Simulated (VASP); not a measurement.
All values below come from TPSS meta-GGA, VASP's PBE PAW potentials (set 64) (plane waves; VASP 6.6.1).

VASP input:

**POSCAR**
```
AuAl2
1
    0.0000000000     3.0000000000     3.0000000000
    3.0000000000     0.0000000000     3.0000000000
    3.0000000000     3.0000000000     0.0000000000
Al Au
2 1
Direct
  0.2500000000   0.2500000000   0.2500000000
  0.7500000000   0.7500000000   0.7500000000
  0.0000000000   0.0000000000   0.0000000000
```

### KPOINTS
```
kpoints
0
gamma
 8 8 8
```

INCAR:
```
LCHARG  =  .False.
LASPH  =  .True.   ! aspherical one-centre terms
LMAXMIX  =  6
IBRION  =  2
SYSTEM  =  AuAl2
EDIFFG  =  -0.02
LMIXTAU  =  .True.
ISMEAR  =  1   ! Methfessel-Paxton
LREAL  =  .False.
ISIF  =  3   ! ions, shape and volume
NSW  =  60   ! most ionic steps
EDIFF  =  1E-6   ! SCF stop (eV)
ENCUT  =  520
PREC  =  Accurate
METAGGA  =  TPSS
ALGO  =  Normal   ! blocked Davidson
SIGMA  =  0.1   ! width (eV)
LWAVE  =  .False.
NELM  =  100   ! most electronic steps
```

POTCAR, in this order: Al Au (PBE.64 set). Program: vasp_std.

Unless said otherwise, spin-orbit coupling is left out, though it shifts the bands of the heavy elements here.

**Question.** What does the run give for the energy per atom (σ→0), volume per atom, band gap (on the k-mesh)?

**Answer.** 
* **energy per atom (σ→0)**: -6.799 eV/atom
* **band gap (on the k-mesh)**: none (metal, semimetal or under 0.01 eV)
* **volume per atom**: 18.26 Å^3/atom

OSZICAR:
```
...
DAV:   5    -0.203966881707E+02   -0.26797E-03   -0.36688E-04   696   0.187E-01    0.218E-02
DAV:   6    -0.203967338722E+02   -0.45701E-04   -0.16576E-04   696   0.116E-01    0.131E-02
DAV:   7    -0.203967801452E+02   -0.46273E-04   -0.27745E-05   720   0.541E-02    0.590E-03
DAV:   8    -0.203967827045E+02   -0.25593E-05   -0.39579E-06   744   0.189E-02    0.940E-04
DAV:   9    -0.203967815768E+02    0.11277E-05   -0.42338E-07   372   0.809E-03    0.158E-03
DAV:  10    -0.203967827022E+02   -0.11254E-05   -0.28534E-07   352   0.620E-03    0.607E-04
DAV:  11    -0.203967827668E+02   -0.64648E-07   -0.35354E-08   360   0.183E-03
   3 F= -.20396783E+02 E0= -.20396327E+02  d E =-.387279E-02
```

The compound is AuAl2 in the fluorite structure. This run relaxes it. Symmetry was kept, so distortions that lower it aren't found. The electron count is odd and the run is not spin-polarised, which forces a metal.
